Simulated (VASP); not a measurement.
Here is a VASP 6.6.1 calculation.

INCAR

```
PREC = Accurate
ENCUT = 520
EDIFF = 1E-7
ISMEAR = 0
SIGMA = 0.01
LREAL = F
LASPH = T
NELM = 100
ALGO = Normal
ISIF = 2
LWAVE = F
LCHARG = F
GGA = PE
IVDW = 2
LORBIT = 10
```

KPOINTS

```
regular mesh
0
Gamma
  1 1 1
```

File POSCAR:

```
GaSiH3ClF
1.0
   14.0000000000      0.0000000000      0.0000000000
    0.0000000000     14.0000000000      0.0000000000
    0.0000000000      0.0000000000     12.0000000000
F Ga Si Cl H
1 1 1 1 3
Direct
    0.5260071400      0.3389642900      0.5416833300
    0.4792857100      0.4420428600      0.4792750000
    0.5645285700      0.5901000000      0.4831416700
    0.3432714300      0.4157357100      0.4044666700
    0.5087214300      0.6640357100      0.4232000000
    0.5786928600      0.6184642900      0.6012000000
    0.6585857100      0.5758571400      0.4284916700
```

Potentials or basis: VASP PAW PBE potentials, release 64 (F, Ga_d, Si, Cl, H).

Launch:

```console
$ cat potpaw_PBE.64/F/POTCAR potpaw_PBE.64/Ga_d/POTCAR potpaw_PBE.64/Si/POTCAR potpaw_PBE.64/Cl/POTCAR potpaw_PBE.64/H/POTCAR > POTCAR
$ mpirun -np 1 vasp_gam > vasp.out
```

Task: Predict the Hirshfeld charges.

Result: F -0.29; Ga +0.42; Si +0.22; Cl -0.19; H -0.05 e.

Task: Estimate the dispersion energy per atom.

Result: -0.008 eV.

Task: Predict the gap between the frontier levels.

Result: 4.80 eV.

Task: What does it give for the largest force?

Result: 0.595 eV/Å.

Forces on the atoms (eV/Å):
```
F    0.221 -0.490  0.254
Ga  -0.056  0.538 -0.181
Si  -0.040 -0.061 -0.004
Cl  -0.161 -0.036 -0.075
H   -0.080  0.071 -0.063
H    0.009  0.016  0.126
H    0.108 -0.037 -0.057
```

PBE gaps usually lie below the measured ones, often by a third to a half.
